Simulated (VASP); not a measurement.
Level of theory: PBEsol GGA, VASP's PBE PAW potentials (set 64) (plane waves; VASP).

A VASP calculation is set up with these files.

INCAR:
```
ENCUT=400   # plane-wave cut-off (eV)
PREC=Normal
LDIPOL=.TRUE.
IBRION=2   # conjugate gradients
IDIPOL=3
SYSTEM=Rb(111) slab
NELMIN=4
LMAXMIX=4   # l cut-off of mixed one-centre charges
LASPH=.TRUE.
ISMEAR=1   # Methfessel-Paxton
LREAL=.FALSE.   # projection in real space or not
LCHARG=.FALSE.
NSW=50   # most ionic steps
GGA=PS
LWAVE=.TRUE.
ALGO=Normal   # blocked Davidson
EDIFFG=-0.03   # ionic stop
DIPOL=0.5 0.5 0.5
EDIFF=1E-5
ISIF=2
SIGMA=0.1
NELM=100
```

File POSCAR:
```
Rb(111) slab
1
    7.8861212105    -0.0000000000     0.0000000000
   -3.9430601118     6.8295814576     0.0000000000
   -0.0000000000     0.0000000000    24.4629006641
Rb
6
Direct
  0.3333330000   0.6666670000   0.3354910000
  0.0000000000   0.0000000000   0.4012950000
  0.6666670000   0.3333330000   0.4670980000
  0.3333330000   0.6666670000   0.5329020000
  0.0000000000   0.0000000000   0.5987050000
  0.6666670000   0.3333330000   0.6645090000
```

KPOINTS:
```
Regular mesh
0
gamma
4 4 1
```

POTCAR, in this order: Rb_sv (PBE.64 set). Program: vasp_std.

Q: What does the run give for the energy per atom (σ→0), band gap (on the k-mesh)?

A: 
| Property | Result |
|---|---|
| energy per atom (σ→0) | -0.898 eV/atom |
| band gap (on the k-mesh) | none (metal, semimetal or under 0.01 eV) |

File OSZICAR:
```
...
DAV:   8    -0.539109706465E+01   -0.75144E-04   -0.66225E-05   256   0.379E-02    0.171E-02
DAV:   9    -0.539112872255E+01   -0.31658E-04   -0.96436E-06   216   0.118E-02    0.105E-02
DAV:  10    -0.539120693387E+01   -0.78211E-04   -0.51160E-05   176   0.217E-02    0.902E-03
DAV:  11    -0.539122639891E+01   -0.19465E-04   -0.53719E-06   192   0.700E-03    0.519E-03
DAV:  12    -0.539124508039E+01   -0.18681E-04   -0.34126E-06   176   0.703E-03    0.294E-03
DAV:  13    -0.539126337578E+01   -0.18295E-04   -0.55911E-06   168   0.463E-03    0.913E-04
DAV:  14    -0.539126799063E+01   -0.46148E-05   -0.83357E-07   192   0.242E-03
   7 F= -.53912680E+01 E0= -.53901671E+01  d E =-.543865E-01
```

The cell is a thin slab with vacuum, built from Rb (bcc): (111) face.
